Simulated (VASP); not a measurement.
```
AuZn
1.0
    3.12704     0.00000     0.00000
    0.00000     3.12704     0.00000
    0.00000     0.00000     3.12704
Zn Au
1 1
Cartesian
  1.56352   1.56352   1.56352
  0.00000   0.00000   0.00000
```

These are PBEsol GGA, VASP's PBE PAW potentials (set 64) (plane waves; VASP) values and carry that method's errors. Run with 400 eV cut-off, 13×13×13 Γ-centred mesh, tetrahedra with Blöchl corrections, potentials Zn Au.

Unless said otherwise, spin-orbit coupling is left out, though it shifts the bands of the heavy elements here.

What does the run give for the energy per atom (σ→0), band gap (on the k-mesh) with the smallest direct gap where there is one?

| Property | Result |
|---|---|
| band gap (on the k-mesh) | none (metal, semimetal or under 0.01 eV) |
| energy per atom (σ→0) | -2.976 eV/atom |

Only differences to runs with the same potentials and settings are physical.

The compound is AuZn in the CsCl type structure. It was relaxed first. The electron count is odd and the run is not spin-polarised, which forces a metal.
